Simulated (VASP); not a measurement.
An input for Quantum ESPRESSO's pw.x (written as the equivalent of a VASP run, and not itself run):

```
&CONTROL
  calculation = 'scf'
  pseudo_dir = './pseudo'
  outdir = './out'
  tprnfor = .true.
  tstress = .true.
/
&SYSTEM
  ibrav = 0
  nat = 6
  ntyp = 2
  ecutwfc = 76
  occupations = 'smearing'
  smearing = 'fermi-dirac'
  degauss = 0.00735
  input_dft = 'pbe'
/
&ELECTRONS
  conv_thr = 7.3e-08
  electron_maxstep = 100
/
ATOMIC_SPECIES
  B 10.810 B.upf
  Au 196.967 Au.upf
CELL_PARAMETERS angstrom
    -3.4398360    3.4398360    2.7678150
     3.4398360   -3.4398360    2.7678150
     3.4398360    3.4398360   -2.7678150
ATOMIC_POSITIONS crystal
  B    0.1580000  0.6580000  0.8160000
  B    0.3420000  0.1580000  0.5000000
  B    0.6580000  0.8420000  0.5000000
  B    0.8420000  0.3420000  0.1840000
  Au   0.7500000  0.7500000  0.0000000
  Au   0.2500000  0.2500000  0.0000000
K_POINTS automatic
  5 5 5 0 0 0
```

Q: Write the VASP files for the same calculation (PBE).

A: Several could match; the one computed here: 
INCAR:
```
SYSTEM = B2Au
PREC = Accurate; ENCUT = 400; LREAL = .FALSE.
LASPH = .TRUE.
EDIFF = 1E-6; NELM = 100; ALGO = Normal
LMAXMIX = 6
ISMEAR = -1; SIGMA = 0.1
GGA = PE
ISIF = 2
LWAVE = .FALSE.; LCHARG = .FALSE.
```

File KPOINTS:
```
Automatic mesh
0
G
5 5 5
0 0 0
```

POSCAR:
```
B2Au
5.5969410
 -0.6145921495   0.6145921495   0.4945228117
  0.6145921495  -0.6145921495   0.4945228117
  0.6145921495   0.6145921495  -0.4945228117
B Au
4 2
direct
  0.1580000000   0.6580000000   0.8160000000
  0.3420000000   0.1580000000   0.5000000000
  0.6580000000   0.8420000000   0.5000000000
  0.8420000000   0.3420000000   0.1840000000
  0.7500000000   0.7500000000   0.0000000000
  0.2500000000   0.2500000000   0.0000000000
```

POTCAR, in this order: B Au (PBE.64 set). Program: vasp_std.

Limits of the translation: the potentials are each code's own (VASP's PAW set, PseudoDojo norm-conserving files in pw.x), so ENCUT and ecutwfc are chosen apart and not converted; conv_thr bounds pw.x's estimated SCF error, while EDIFF bounds the energy change between steps.

The structure was generated: B2Au was put into an ordered model structure, which need not be its known phase. The cell was not relaxed at this level.
